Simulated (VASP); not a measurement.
Input:

```
CELL_PARAMETERS angstrom
      1.61281    -2.79347     0.00000
      1.61281     2.79347     0.00000
      0.00000     0.00000     5.19277
ATOMIC_POSITIONS crystal
  Zr 0.33333 0.66667 0.25000
  Zr 0.66667 0.33333 0.75000
```

The numbers are results of PBE GGA, VASP's PBE PAW potentials (set 64) (plane waves; VASP 6.6.1), not measurements. Run with 500 eV cut-off, 13×13×7 Γ-centred mesh, first-order Methfessel-Paxton smearing of 0.10 eV, potentials Zr_sv.

**Question.** What does the run give for the energy per atom (σ→0), band gap (on the k-mesh) with the smallest direct gap where there is one?

**Answer.** 
| Property | Value |
|---|---|
| band gap (on the k-mesh) | none (metal, semimetal or under 0.01 eV) |
| energy per atom (σ→0) | -8.520 eV/atom |

The compound is Zr in the hcp structure. It was relaxed first.
